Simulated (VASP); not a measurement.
All values below come from PBE GGA with D3 dispersion (zero damping), VASP's PBE PAW potentials (set 64) (plane waves; VASP).

Input for VASP

KPOINTS:
```
Automatic mesh
0
Gamma
9 9 9
0 0 0
```

### INCAR
```
LASPH = .TRUE.
SIGMA = 0.1   # width (eV)
LREAL = .FALSE.
ISMEAR = 1
LWAVE = .FALSE.
EDIFF = 1E-7
GGA = PE
IVDW = 11   # D3, zero damping
ENCUT = 520
LMAXMIX = 4   # l cut-off of mixed one-centre charges
ISIF = 2   # forces and stress, cell fixed
LCHARG = .FALSE.
NELM = 100   # most electronic steps
SYSTEM = Rb
PREC = Accurate
ALGO = Normal   # blocked Davidson
```

POSCAR:
```
Rb
1
   -2.7822856452     2.7822856452     2.7822856452
    2.7822856452    -2.7822856452     2.7822856452
    2.7822856452     2.7822856452    -2.7822856452
Rb
1
Direct
  0.0000000000   0.0000000000   0.0000000000
```

POTCAR, in this order: Rb_sv (PBE.64 set). Program: vasp_std.

What VASP printed:

**OUTCAR**
```
 ion  position               nearest neighbor table
   1  0.000  0.000  0.000-
  LATTYP: Found a body centered cubic cell.
 ALAT       =     5.5645712904
 Subroutine PRICEL returns:
 Original cell was already a primitive cell.
 Subroutine GETGRP returns: Found 48 space group operations
The static configuration has the point symmetry O_h .
The dynamic configuration has the point symmetry O_h .
 Subroutine INISYM returns: Found 48 space group operations
 Subroutine IBZKPT returns following result:
 Found     35 irreducible k-points:

 Following reciprocal coordinates:
            Coordinates               Weight
  0.000000  0.000000  0.000000      1.000000
  0.111111  0.000000  0.000000     12.000000
  0.222222  0.000000  0.000000     12.000000
  0.333333  0.000000  0.000000     12.000000
  0.444444  0.000000  0.000000     12.000000
  0.111111  0.111111  0.000000     24.000000
  0.222222  0.111111 -0.000000     48.000000
  0.333333  0.111111  0.000000     48.000000
  0.444444  0.111111  0.000000     24.000000
  0.222222  0.222222  0.000000     24.000000
...
```

### OSZICAR
```
       N       E                     dE             d eps       ncg     rms          rms(c)
DAV:   1     0.432100961925E+02    0.43210E+02   -0.34875E+03   560   0.842E+02
DAV:   2     0.132496811444E+01   -0.41885E+02   -0.41585E+02   632   0.138E+02
DAV:   3    -0.861379616238E+00   -0.21863E+01   -0.21804E+01   720   0.360E+01
DAV:   4    -0.934660656639E+00   -0.73281E-01   -0.73244E-01   992   0.519E+00
DAV:   5    -0.935059515540E+00   -0.39886E-03   -0.39881E-03   808   0.316E-01    0.132E+00
DAV:   6    -0.935361362062E+00   -0.30185E-03   -0.19369E-03   960   0.296E-01    0.801E-01
DAV:   7    -0.936153108450E+00   -0.79175E-03   -0.35614E-03   720   0.408E-01    0.482E-02
DAV:   8    -0.936257666324E+00   -0.10456E-03   -0.12354E-04   832   0.107E-01    0.161E-02
DAV:   9    -0.936268358521E+00   -0.10692E-04   -0.89769E-06   888   0.276E-02    0.482E-03
DAV:  10    -0.936268059110E+00    0.29941E-06   -0.33746E-06   872   0.120E-02    0.111E-03
DAV:  11    -0.936268073983E+00   -0.14873E-07   -0.58539E-08   728   0.195E-03
   1 F= -.10663449E+01 E0= -.10659871E+01  d E =-.107342E-02
```

OUTCAR:
```
------------------------ aborting loop because EDIFF is reached ----------------------------------------
 Edisp (eV)   -0.13008
  FORCE on cell =-STRESS in cart. coord.  units (eV):
  Direction    XX          YY          ZZ          XY          YZ          ZX
  --------------------------------------------------------------------------------------
  Total       0.04874     0.04874     0.04874     0.00000     0.00000     0.00000
  in kB       0.90646     0.90646     0.90646     0.00000     0.00000     0.00000
  external pressure =        0.91 kB  Pullay stress =        0.00 kB
  volume of cell :       86.15
      direct lattice vectors                 reciprocal lattice vectors
    -2.782285645  2.782285645  2.782285645     0.000000000  0.179708363  0.179708363
     2.782285645 -2.782285645  2.782285645     0.179708363  0.000000000  0.179708363
     2.782285645  2.782285645 -2.782285645     0.179708363  0.179708363  0.000000000
 POSITION                                       TOTAL-FORCE (eV/Angst)
 -----------------------------------------------------------------------------------
      0.00000      0.00000      0.00000         0.000000      0.000000     -0.000000
 -----------------------------------------------------------------------------------
    total drift:                               -0.000000     -0.000000      0.000000
  FREE ENERGIE OF THE ION-ELECTRON SYSTEM (eV)
  ---------------------------------------------------
  free  energy   TOTEN  =        -1.0663449111 eV

  energy  without entropy=       -1.0652714942  energy(sigma->0) =       -1.06598711
```
(Selected blocks of OUTCAR.)

OUTCAR:
```
 val. band max:        0.0921758067   @ k =  -0.3333   0.4444   0.1111

 cond. band min:       0.1309967822   @ k =   0.4444   0.0000   0.0000


 Fermi energy:         0.1307544253

 k-point     1 :       0.0000    0.0000    0.0000
  band No.  band energies     occupation
      1     -28.7380      2.00000
      2     -12.7742      2.00000
      3     -12.7742      2.00000
      4     -12.7742      2.00000
      5      -1.9074      2.00000
      6       3.8680      0.00000
      7       3.8680      0.00000
      8       3.8680      0.00000

 k-point     2 :       0.1111    0.0000    0.0000
  band No.  band energies     occupation
      1     -28.7373      2.00000
      2     -12.7881      2.00000
      3     -12.7787      2.00000
      4     -12.7742      2.00000
      5      -1.7545      2.00000
      6       3.6186      0.00000
      7       3.6651      0.00000
      8       4.0114      0.00000

 k-point     3 :       0.2222    0.0000    0.0000
  band No.  band energies     occupation
      1     -28.7357      2.00000
      2     -12.8228      2.00000
      3     -12.7901      2.00000
      4     -12.7743      2.00000
      5      -1.3147      2.00000
      6       2.8463      0.00000
      7       3.2732      0.00000
      8       4.4336      0.00000

 k-point     4 :       0.3333    0.0000    0.0000
  band No.  band energies     occupation
      1     -28.7339      2.00000
      2     -12.8615      2.00000
      3     -12.8030      2.00000
      4     -12.7743      2.00000
      5      -0.6451      2.00000
      6       1.9943     -0.00000
      7       2.9383      0.00000
      8       4.7061      0.00000

 k-point     5 :       0.4444    0.0000    0.0000
  band No.  band energies     occupation
      1     -28.7327      2.00000
      2     -12.8863      2.00000
      3     -12.8113      2.00000
      4     -12.7743      2.00000
      5       0.1310      0.99590
      6       1.1916     -0.00000
      7       2.7562      0.00000
...
```

The compound is Rb in the bcc structure. This cell is one point of a volume scan, at 0.97 of the reference volume.
